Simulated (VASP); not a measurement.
Consider the following.

```
AlBaHSi
1.0
    4.32542     0.00000     0.00000
   -2.16271     3.74592     0.00000
    0.00000     0.00000     5.25866
Ba Al Si H
1 1 1 1
Direct
  0.00000   0.00000   0.00123
  0.66667   0.33333   0.46396
  0.33333   0.66667   0.54129
  0.66667   0.33333   0.13642
```

Level of theory: r2SCAN meta-GGA, VASP's PBE PAW potentials (set 64) (plane waves; VASP). Numerical set-up: 400 eV cut-off, 11×11×8 Γ-centred mesh, Gaussian smearing of 0.010 eV, potentials Ba_sv Al Si H.

The job: BaAlSiH (space group P3m1), 4 atoms, r2SCAN, optics run with many empty bands, 400 eV, 11×11×8 Γ-centred mesh. Roughly how much core time does it take on a busy server core?

About 8 core-minutes (one run on a shared machine, a rough figure). It had 110 irreducible k-points, 39 bands, up to 1564 plane waves and 22 electronic steps.

The structure comes from a computed database's BaAlSiH entry (P3m1); how it stands against other phases isn't given here. It was relaxed first.
